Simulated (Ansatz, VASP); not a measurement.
# KTaO3 in two plane-wave programs, part 3 of 3

One calculation is typed for both programs; each brings its own data sets. How far apart do they land? The cell is taken from a series of runs on this material, whose earlier steps may have relaxed, scaled, displaced or heated it; both programs get it as it stands.

VASP 6.6.1 and Ansatz 0.2.0.

So far: Starting point; Ansatz: zone-centre phonons, PBE; VASP: zone-centre phonons, PBE.

## 3. VASP: zone-centre phonons, PBE (continued)

Level of this step: PBE; plane waves and PAW (O, K_sv, Ta_pv) (VASP).

Numbers of over 12 decimals in the logs are rounded to 6 here.

From OUTCAR (step 3):

```text
ion  position               nearest neighbor table
   1  0.500  0.000  0.000-   5 1.98   5 1.98   4 2.81   4 2.81   4 2.81   4 2.81
   2  0.000  0.500  0.000-   5 1.98   5 1.98   4 2.81   4 2.81   4 2.81   4 2.81
   3  0.000  0.000  0.500-   5 1.98   5 1.98   4 2.81   4 2.81   4 2.81   4 2.81
   4  0.500  0.500  0.500-   1 2.81   2 2.81   3 2.81   1 2.81   2 2.81   1 2.81   3 2.81   1 2.81
                             2 2.81   3 2.81   2 2.81   3 2.81   5 3.44   5 3.44   5 3.44   5 3.44
   5  0.000  0.000  0.000-   1 1.98   2 1.98   3 1.98   3 1.98   2 1.98   1 1.98   4 3.44   4 3.44
                             4 3.44   4 3.44   4 3.44   4 3.44   4 3.44   4 3.44

  LATTYP: Found a simple cubic cell.
 ALAT       =     3.9688255684

 Subroutine GETGRP returns: Found 48 space group operations
 (whereof 48 operations were pure point group operations)

The static configuration has the point symmetry O_h .

 Found     35 irreducible k-points:

   k-points           NKPTS =     35   k-points in BZ     NKDIM =     35   number of bands    NBANDS=     25

   dimension x,y,z NGX =    32 NGY =   32 NGZ =   32
   dimension x,y,z NGXF=    64 NGYF=   64 NGZF=   64

   ENCUT  =  600.0 eV  44.10 Ry    6.64 a.u.   7.93  7.93  7.93*2*pi/ulx,y,z

   NELECT =      38.0000    total number of electrons

 k-points in reciprocal lattice and weights: Automatic mesh
   0.00000000  0.00000000  0.00000000       0.002
   0.12500000  0.00000000  0.00000000       0.012
   0.25000000  0.00000000  0.00000000       0.012
   0.37500000  0.00000000  0.00000000       0.012
   0.50000000  0.00000000  0.00000000       0.006
   0.12500000  0.12500000  0.00000000       0.023
   0.25000000  0.12500000  0.00000000       0.047
   0.37500000  0.12500000  0.00000000       0.047
   0.50000000  0.12500000  0.00000000       0.023
[...]
0.50000000  0.50000000  0.37500000       0.012
   0.50000000  0.50000000  0.50000000       0.002

 average (electrostatic) potential at core
       1 -71.7463       2 -71.7463       3 -71.7463       4 -32.5577       5 -40.5393

  Total        3.5772420      3.5772420      3.5772420      0.0000000      0.0000000     -0.0000000
[...]
2     0.00000     1.15416    -0.00000
    3    -0.00000     0.00000     1.15416
 ion    5
    1     8.74006     0.00000     0.00000
    2    -0.00000     8.74006     0.00000
    3    -0.00000    -0.00000     8.74006

 Eigenvectors and eigenvalues of the dynamical matrix
 ----------------------------------------------------

   1 f  =   16.977805 THz   106.674696 2PiTHz  566.318621 cm-1    70.214529 meV
             X         Y         Z           dx          dy          dz
      1.984413  0.000000  0.000000    -0.039812    0.349433    0.000000
      0.000000  1.984413  0.000000     0.016050   -0.866787    0.000000
      0.000000  0.000000  1.984413     0.016050    0.349433   -0.000000
      1.984413  1.984413  1.984413     0.000143    0.003122    0.000000
      0.000000  0.000000  0.000000     0.002230    0.048557    0.000000

   2 f  =   16.977805 THz   106.674696 2PiTHz  566.318621 cm-1    70.214529 meV
             X         Y         Z           dx          dy          dz
      1.984413  0.000000  0.000000    -0.866787   -0.016050    0.000000
      0.000000  1.984413  0.000000     0.349433    0.039812    0.000000
      0.000000  0.000000  1.984413     0.349433   -0.016050   -0.000000
      1.984413  1.984413  1.984413     0.003122   -0.000143    0.000000
      0.000000  0.000000  0.000000     0.048557   -0.002230    0.000000

   3 f  =   16.977805 THz   106.674696 2PiTHz  566.318621 cm-1    70.214529 meV
             X         Y         Z           dx          dy          dz
      1.984413  0.000000  0.000000    -0.000000    0.000000   -0.349802
      0.000000  1.984413  0.000000     0.000000   -0.000000   -0.349802
      0.000000  0.000000  1.984413     0.000000    0.000000    0.867701
      1.984413  1.984413  1.984413    -0.000000    0.000000   -0.003125
      0.000000  0.000000  0.000000    -0.000000   -0.000000   -0.048608

   4 f  =    7.599222 THz    47.747317 2PiTHz  253.482747 cm-1    31.427841 meV
             X         Y         Z           dx          dy          dz
      1.984413  0.000000  0.000000    -0.000000    0.552832   -0.406526
      0.000000  1.984413  0.000000     0.170625    0.000000    0.406526
      0.000000  0.000000  1.984413    -0.170625   -0.552832   -0.000000
      1.984413  1.984413  1.984413    -0.000000   -0.000000    0.000000
      0.000000  0.000000  0.000000     0.000000   -0.000000    0.000000

   5 f  =    7.599222 THz    47.747317 2PiTHz  253.482747 cm-1    31.427841 meV
             X         Y         Z           dx          dy          dz
      1.984413  0.000000  0.000000     0.000000   -0.417407   -0.570716
      0.000000  1.984413  0.000000    -0.007352   -0.000000    0.570716
      0.000000  0.000000  1.984413     0.007352    0.417407    0.000000
      1.984413  1.984413  1.984413    -0.000000    0.000000   -0.000000
      0.000000  0.000000  0.000000    -0.000000   -0.000000   -0.000000

   6 f  =    7.599222 THz    47.747317 2PiTHz  253.482747 cm-1    31.427841 meV
             X         Y         Z           dx          dy          dz
      1.984413  0.000000  0.000000     0.000000   -0.141941    0.094973
      0.000000  1.984413  0.000000     0.686173   -0.000000   -0.094973
      0.000000  0.000000  1.984413    -0.686173    0.141941    0.000000
      1.984413  1.984413  1.984413     0.000000   -0.000000    0.000000
      0.000000  0.000000  0.000000    -0.000000    0.000000   -0.000000

   7 f  =    5.954382 THz    37.412485 2PiTHz  198.616802 cm-1    24.625334 meV
             X         Y         Z           dx          dy          dz
      1.984413  0.000000  0.000000     0.232742   -0.008708   -0.002159
      0.000000  1.984413  0.000000     0.280828   -0.007217   -0.002159
      0.000000  0.000000  1.984413     0.280828   -0.008708   -0.001789
      1.984413  1.984413  1.984413    -0.870973    0.027009    0.006696
      0.000000  0.000000  0.000000     0.168783   -0.005234   -0.001298

   8 f  =    5.954382 THz    37.412485 2PiTHz  198.616802 cm-1    24.625334 meV
             X         Y         Z           dx          dy          dz
      1.984413  0.000000  0.000000    -0.001974   -0.007179   -0.280870
      0.000000  1.984413  0.000000    -0.002382   -0.005950   -0.280870
      0.000000  0.000000  1.984413    -0.002382   -0.007179   -0.232777
      1.984413  1.984413  1.984413     0.007387    0.022265    0.871102
      0.000000  0.000000  0.000000    -0.001431   -0.004315   -0.168808

   9 f  =    5.954382 THz    37.412485 2PiTHz  198.616802 cm-1    24.625334 meV
             X         Y         Z           dx          dy          dz
      1.984413  0.000000  0.000000    -0.007169   -0.280745    0.007249
      0.000000  1.984413  0.000000    -0.008650   -0.232673    0.007249
      0.000000  0.000000  1.984413    -0.008650   -0.280745    0.006008
      1.984413  1.984413  1.984413     0.026828    0.870714   -0.022483
      0.000000  0.000000  0.000000    -0.005199   -0.168733    0.004357

  10 f  =    3.465521 THz    21.774510 2PiTHz  115.597334 cm-1    14.332236 meV
             X         Y         Z           dx          dy          dz
      1.984413  0.000000  0.000000     0.300861    0.271816   -0.053303
      0.000000  1.984413  0.000000     0.403043    0.202903   -0.053303
      0.000000  0.000000  1.984413     0.403043    0.271816   -0.039790
      1.984413  1.984413  1.984413     0.253770    0.171144   -0.033562
      0.000000  0.000000  0.000000    -0.446540   -0.301150    0.059056

  11 f  =    3.465521 THz    21.774510 2PiTHz  115.597334 cm-1    14.332236 meV
             X         Y         Z           dx          dy          dz
      1.984413  0.000000  0.000000     0.035589    0.024631    0.486096
      0.000000  1.984413  0.000000     0.047676    0.018386    0.486096
      0.000000  0.000000  1.984413     0.047676    0.024631    0.362858
      1.984413  1.984413  1.984413     0.030018    0.015509    0.306062
      0.000000  0.000000  0.000000    -0.052821   -0.027289   -0.538555

  12 f  =    3.465521 THz    21.774510 2PiTHz  115.597334 cm-1    14.332236 meV
             X         Y         Z           dx          dy          dz
      1.984413  0.000000  0.000000     0.203682   -0.405806   -0.006199
      0.000000  1.984413  0.000000     0.272859   -0.302923   -0.006199
      0.000000  0.000000  1.984413     0.272859   -0.405806   -0.004628
      1.984413  1.984413  1.984413     0.171801   -0.255509   -0.003903
      0.000000  0.000000  0.000000    -0.302306    0.449600    0.006868

  13 f/i=    0.002384 THz     0.014979 2PiTHz    0.079519 cm-1     0.009859 meV
             X         Y         Z           dx          dy          dz
      1.984413  0.000000  0.000000     0.113728   -0.215883   -0.001449
      0.000000  1.984413  0.000000     0.113656   -0.216018   -0.001449
      0.000000  0.000000  1.984413     0.113656   -0.215883   -0.001450
      1.984413  1.984413  1.984413     0.177881   -0.337874   -0.002268
      0.000000  0.000000  0.000000     0.382886   -0.727268   -0.004882

  14 f/i=    0.002384 THz     0.014979 2PiTHz    0.079519 cm-1     0.009859 meV
             X         Y         Z           dx          dy          dz
      1.984413  0.000000  0.000000     0.215604    0.113331    0.015958
      0.000000  1.984413  0.000000     0.215468    0.113402    0.015958
      0.000000  0.000000  1.984413     0.215468    0.113331    0.015968
      1.984413  1.984413  1.984413     0.337225    0.177372    0.024976
      0.000000  0.000000  0.000000     0.725872    0.381791    0.053761

  15 f/i=    0.002384 THz     0.014979 2PiTHz    0.079519 cm-1     0.009859 meV
             X         Y         Z           dx          dy          dz
      1.984413  0.000000  0.000000    -0.013456   -0.008714    0.243451
      0.000000  1.984413  0.000000    -0.013448   -0.008720    0.243451
      0.000000  0.000000  1.984413    -0.013448   -0.008714    0.243604
      1.984413  1.984413  1.984413    -0.021047   -0.013638    0.381020
      0.000000  0.000000  0.000000    -0.045302   -0.029356    0.820140

 MACROSCOPIC STATIC DIELECTRIC TENSOR IONIC CONTRIBUTION
 ------------------------------------------------------
         112.185101     0.000000    -0.000000
           0.000000   112.185101     0.000000
          -0.000000     0.000000   112.185101
 ------------------------------------------------------

 ELASTIC MODULI CONTR FROM IONIC RELAXATION (kBar)
 Direction    XX          YY          ZZ          XY          YZ          ZX
 --------------------------------------------------------------------------------
 XX           0.0000      0.0000      0.0000      0.0000      0.0000      0.0000
 YY           0.0000      0.0000      0.0000      0.0000      0.0000      0.0000
 ZZ           0.0000      0.0000      0.0000      0.0000      0.0000      0.0000
 XY           0.0000      0.0000      0.0000      0.0000      0.0000      0.0000
 YZ           0.0000      0.0000      0.0000      0.0000      0.0000      0.0000
 ZX           0.0000      0.0000      0.0000      0.0000      0.0000      0.0000
 --------------------------------------------------------------------------------

 PIEZOELECTRIC TENSOR IONIC CONTR  for field in x, y, z        (C/m^2)
          XX          YY          ZZ          XY          YZ          ZX
  --------------------------------------------------------------------------------
  x     0.00000     0.00000     0.00000     0.00000     0.00000     0.00000
  y     0.00000     0.00000     0.00000     0.00000     0.00000     0.00000
  z     0.00000     0.00000     0.00000     0.00000     0.00000     0.00000
```

## 4. Differences

Known differences besides the potentials themselves: fixed occupations in Ansatz, narrow Gaussian smearing in VASP; VASP's response is taken on the typed mesh, Ansatz refines its own for the field response alone; the data sets hold 40 valence electrons in Ansatz (on its PAW soft_1 files) and 38 in VASP; the cutoff is 420 eV in Ansatz and 600 eV in VASP. Total energies have different zeros and are not compared.

Both answers:

```
                                     quantity  Ansatz   VASP  difference
                                        ε∞ xx    5.30   5.38     -1.52 %
                                        ε∞ yy    5.30   5.38     -1.52 %
                                        ε∞ zz    5.30   5.38     -1.52 %
 Born charge of O1 (mean of the diagonal) (e)   -3.27  -3.30       +0.02
 Born charge of K4 (mean of the diagonal) (e)    1.15   1.15        0.00
Born charge of Ta5 (mean of the diagonal) (e)    8.67   8.74       -0.07
                   optical mode 1 to 3 (cm⁻¹)   103.7  115.6    -10.26 %
                   optical mode 4 to 6 (cm⁻¹)   195.1  198.6     -1.78 %
                   optical mode 7 to 9 (cm⁻¹)   254.4  253.5     +0.37 %
                 optical mode 10 to 12 (cm⁻¹)   557.6  566.3     -1.54 %
```

Modes are paired by rising frequency, not by their patterns, so a pair may set unlike modes beside each other; they are those without the splitting of longitudinal modes.

## 5. Summary of results

```json
{
  "r.m.s. difference of the optical zone-centre modes, each program's sorted by frequency (zone-centre phonons, PBE)": "7.6 cm⁻¹",
  "difference in optical mode 1 to 3 (zone-centre phonons, PBE)": "-10.3 %"
}
```

What this shows: The r.m.s. difference of the optical zone-centre modes, each program's sorted by frequency is 7.6 cm⁻¹ (zone-centre phonons, PBE). The data sets hold unlike numbers of valence electrons (40 in Ansatz and 38 in VASP), so part of the differences comes from the potentials. Among the rows given in per cent, the largest difference of the zone-centre phonons, PBE pair is in optical mode 1 to 3, -10.3 %. What causes the difference of the zone-centre phonons, PBE pair stays open here. Such differences can come from data sets, numerical settings and the points named under the comparisons, not from the functional's error against experiment.

[Lines on the potential files, build, host, timing and source positions are cut from VASP's logs without a mark.]

[Logs are printed without paths, hosts, clocks, repeated set-up lines and the standing remarks that a program may print on its own settings, such as how far it seeks lower states.]

[Hosts, paths, dates, database ids (printed as entryN), source tags and the programs' standing remarks are cut or masked in the printed files.]
